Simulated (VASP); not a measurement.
Here is a VASP 6.6.1 calculation.

File INCAR:

```
SYSTEM = H12C5S2
PREC = Accurate
ENCUT = 520
EDIFF = 1E-6
ISMEAR = -1
SIGMA = 0.02
LREAL = Auto
LASPH = .True.
NELM = 100
ALGO = Fast
ISIF = 2
LWAVE = .False.
LCHARG = .False.
GGA = PE
IVDW = 12
NBANDS = 69
```

Contents of KPOINTS:

```
Automatic mesh
0
Gamma
  1 1 1
  0 0 0
```

File POSCAR:

```
H12C5S2
1.0
    8.5489680000      0.0000000000      0.0000000000
    0.0000000000      8.5489680000      0.0000000000
    0.0000000000      0.0000000000      8.5489680000
S C H
4 10 24
Direct
    0.5686885247      0.7747952735      0.3191730277
    0.7099921300      0.4824208021      0.1531880807
    0.4663603841      1.0268373914      0.9653445890
    0.6337373119      0.8379373978      0.7124953562
    0.6299707754      0.6246835875      0.2326011748
    0.5509670875      0.9224271280      0.8446399612
    0.9812061526      0.1098144244      0.4881758827
    1.0185089007      0.1467779503      0.3149970850
    0.2174297529      0.5157230674      0.7796028714
    0.1706872689      0.6146589857      0.9258193504
    1.0024718773      0.1459006514      0.8946693917
    0.8423121949      0.2211611975      0.8833229929
    0.5445452597      0.2870170996      0.6096408362
    0.4040253748      0.2436902326      0.5195948798
    0.9861073290      0.2217343661      0.5567338654
    0.8575538006      0.0638322661      0.4960832699
    1.0648887679      0.0314540890      0.5421356122
    1.0501384495      0.0405078133      0.2508723860
    0.9147302926      0.1836245030      0.2598091372
    1.0960270292      0.2459478150      0.3058263875
    0.1275709536      0.5572719421      0.6889369571
    0.3331045338      0.5554588577      0.7422533340
    0.2150201054      0.3775660407      0.7946105308
    0.2564754015      0.6043068590      1.0192926211
    0.1811797635      0.7362643070      0.8969854607
    0.0585801701      0.5782686284      0.9871366930
    1.0666784576      0.1797175987      1.0049517088
    1.0049868007      0.0199088358      0.9036646295
    1.0692284730      0.1886426525      0.7932536418
    0.7729003080      0.1775068055      0.7791349786
    0.7734032927      0.1813084340      0.9843527312
    0.8362529840      0.3460768598      0.8847500657
    0.6425219980      0.2140141360      0.6041547939
    0.5957444220      0.3968081294      0.5927733032
    0.5311752249      0.2822679884      0.7322638241
    0.2954742608      0.2897893640      0.5510723634
    0.4197231759      0.2851923179      0.4073942024
    0.3818589565      0.1031469529      0.4984461282
```

Potentials or basis: VASP PAW PBE potentials, release 64 (S, C, H).

Command:

```sh
$ cat potpaw_PBE.64/S/POTCAR potpaw_PBE.64/C/POTCAR potpaw_PBE.64/H/POTCAR > POTCAR
$ mpirun -np 1 vasp_gam > vasp.out
```

Estimate the dispersion energy per atom.

-0.042 eV.

What does it give for the band gap on the k mesh?

3.42 eV, direct.

Forces in eV/Å, atoms in the order of the input:
```
S   -0.068 -0.517 -0.389
S   -0.200 -0.208 -0.115
S   -0.444  0.156  0.670
S    1.086 -1.354 -1.423
C    0.197  0.800  0.557
C   -0.768  1.099  0.846
C   -0.964  1.039 -0.216
C    0.013 -0.829  1.112
C   -1.638 -0.442  0.165
C    0.077 -1.757  0.776
C    0.923  1.370  0.534
C   -1.260 -2.065 -0.013
C   -0.386 -0.469  1.242
C    0.239 -4.040 -0.583
H   -0.193 -0.629 -0.294
H    0.974  0.090  0.216
H    0.157 -0.416  0.133
H    0.617  0.123 -0.062
H   -1.500  0.593 -0.696
H    0.885  0.009 -0.269
H    1.013 -0.969  0.420
H    0.137 -0.240 -0.201
H   -0.007  2.428 -0.157
H    0.509 -0.351  0.320
H   -0.657  0.904 -0.290
H    0.589  0.580 -0.970
H   -0.377  0.227 -0.736
H   -0.379 -0.639 -0.478
H    0.385 -0.484  0.187
H    0.803  0.394  0.766
H   -0.200  0.092  0.060
H    0.414  0.946 -0.184
H    1.292 -1.629 -1.045
H    0.226  2.063 -0.803
H   -0.824  0.085  1.714
H   -1.546  0.751  1.138
H    0.275  0.705 -2.689
H    0.600  2.584  0.756
```

A hybrid or GW would open this gap; PBE tends to underestimate it.
